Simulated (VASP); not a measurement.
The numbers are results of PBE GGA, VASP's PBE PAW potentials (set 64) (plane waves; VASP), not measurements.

Input for VASP

### INCAR
```
SYSTEM = NiSi2
SIGMA = 0.1   ! width (eV)
ENCUT = 400
LWAVE = .False.
ISMEAR = 1   ! Methfessel-Paxton
PREC = Accurate
LASPH = .True.   ! aspherical one-centre terms
EDIFF = 1E-6   ! SCF stop (eV)
GGA = PE   ! PBE
NELM = 100
LCHARG = .False.
ALGO = Normal   ! blocked Davidson
LREAL = .False.
ISIF = 2   ! forces and stress, cell fixed
LMAXMIX = 4   ! l cut-off of mixed one-centre charges
```

### POSCAR
```
NiSi2
1
    0.0000000000     2.7591000000     2.7591000000
    2.7591000000     0.0000000000     2.7591000000
    2.7591000000     2.7591000000     0.0000000000
Si Ni
2 1
Direct
  0.2500000000   0.2500000000   0.2500000000
  0.7500000000   0.7500000000   0.7500000000
  0.0000000000   0.0000000000   0.0000000000
```

KPOINTS:
```
kpoints
0
G
9 9 9
0 0 0
```

POTCAR, in this order: Si Ni (PBE.64 set). Program: vasp_std.

Output of the run:

**OSZICAR**
```
       N       E                     dE             d eps       ncg     rms          rms(c)
DAV:   1     0.600289503479E+02    0.60029E+02   -0.66454E+03   918   0.112E+03
DAV:   2    -0.161066284720E+02   -0.76136E+02   -0.71459E+02   960   0.222E+02
DAV:   3    -0.192316815038E+02   -0.31251E+01   -0.30633E+01  1135   0.519E+01
DAV:   4    -0.192965581772E+02   -0.64877E-01   -0.64580E-01  1071   0.726E+00
DAV:   5    -0.192983928438E+02   -0.18347E-02   -0.18343E-02  1156   0.127E+00    0.160E+01
DAV:   6    -0.246601134056E+02   -0.53617E+01   -0.55580E+01   988   0.184E+02    0.265E+01
DAV:   7    -0.175208305884E+02    0.71393E+01   -0.16371E+01  1095   0.114E+02    0.435E+00
DAV:   8    -0.173817198188E+02    0.13911E+00   -0.24489E+00  1305   0.272E+01    0.229E+00
DAV:   9    -0.173516654648E+02    0.30054E-01   -0.23274E-01  1206   0.824E+00    0.518E-01
DAV:  10    -0.173514430834E+02    0.22238E-03   -0.44334E-03  1220   0.780E-01    0.312E-01
DAV:  11    -0.173514649454E+02   -0.21862E-04   -0.83804E-04  1081   0.366E-01    0.327E-02
DAV:  12    -0.173514965897E+02   -0.31644E-04   -0.52173E-05  1138   0.853E-02    0.237E-02
DAV:  13    -0.173514995667E+02   -0.29770E-05   -0.37598E-05  1057   0.119E-01    0.113E-02
DAV:  14    -0.173514999937E+02   -0.42704E-06   -0.18070E-06   842   0.196E-02
   1 F= -.17351500E+02 E0= -.17351766E+02  d E =0.797836E-03
```

OUTCAR:
```
------------------------ aborting loop because EDIFF is reached ----------------------------------------
  FORCE on cell =-STRESS in cart. coord.  units (eV):
  Direction    XX          YY          ZZ          XY          YZ          ZX
  --------------------------------------------------------------------------------------
  Total       -1.3419914     -1.3419914     -1.3419914      0.0000000     -0.0000000      0.0000000
  in kB      -51.1832672    -51.1832672    -51.1832672      0.0000000     -0.0000000      0.0000000
  external PRESSURE =     -51.1832672 kB  Pullay stress =       0.0000000 kB
  volume of cell :       42.01
      direct lattice vectors                 reciprocal lattice vectors
     0.000000000  2.759100000  2.759100000    -0.181218513  0.181218513  0.181218513
     2.759100000  0.000000000  2.759100000     0.181218513 -0.181218513  0.181218513
     2.759100000  2.759100000  0.000000000     0.181218513  0.181218513 -0.181218513
 POSITION                                       TOTAL-FORCE (eV/Angst)
 -----------------------------------------------------------------------------------
      1.37955      1.37955      1.37955        -0.000000     -0.000000     -0.000000
      4.13865      4.13865      4.13865         0.000000      0.000000      0.000000
      0.00000      0.00000      0.00000         0.000000      0.000000      0.000000
 -----------------------------------------------------------------------------------
    total drift:                               -0.000000     -0.000000      0.000000
  FREE ENERGIE OF THE ION-ELECTRON SYSTEM (eV)
  ---------------------------------------------------
  free  energy   TOTEN  =       -17.3514999937 eV

  energy  without entropy=      -17.3522978300  energy(sigma->0) =      -17.35176594
```
(Selected blocks of OUTCAR.)

The compound is NiSi2 in the fluorite structure. The cell was not relaxed at this level. The run is not spin-polarised, so no magnetic state was tried.
